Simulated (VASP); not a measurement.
The system is BiTe.

```
Bi Te
1.0
     2.42271    1.39875    3.31729
    -2.42271    1.39875    3.31729
     0.00000   -2.79750    3.31729
Bi Te
1 1
Direct
  0.50000 0.50000 0.50000
  0.00000 0.00000 0.00000
```

The cell comes from a database or a generator and needn't be the stable form of this composition.

* Program: VASP 6.6.1
* Task: single point
* Functional: PBEsol
* Potentials or basis: VASP PAW PBE potentials, release 64 (Bi_d, Te)
* Cutoff: 520 eV
* k mesh: 7 × 7 × 7
* Occupations: fermi-dirac, width 0.05 eV
* Spin: no spin polarisation

On this cell: pressure -2.3 GPa; largest force under 0.003 eV/Å; band gap on the k mesh none (metal or under the smearing width).

The same run follows on a disturbed copy (atoms moved at random, drawn with an rms of 0.05 Å):

```
Bi Te
1.0
     2.42271    1.39875    3.31729
    -2.42271    1.39875    3.31729
     0.00000   -2.79750    3.31729
Bi Te
1 1
Direct
  0.50449 0.49986 0.49761
  0.99451 0.00737 0.00473
```

**Question.** What changes?

**Answer.** The energy (extrapolated to zero smearing) moves by +1.0 meV/atom; pressure -2.3 GPa; largest force 0.085 eV/Å; band gap on the k mesh none (metal or under the smearing width).

Forces in eV/Å, atoms in the order of the input:
```
Bi  -0.073 -0.040  0.012
Te   0.073  0.040 -0.012
```

Stress tensor (GPa, compression positive):
```
-2.33  0.02 -0.02
 0.02 -2.35 -0.01
-0.02 -0.01 -2.23
```

Caveats: the PAW data sets were made with another functional, which shifts forces and pressure a little; spin-orbit coupling is left out, which moves the levels of the heavy elements.
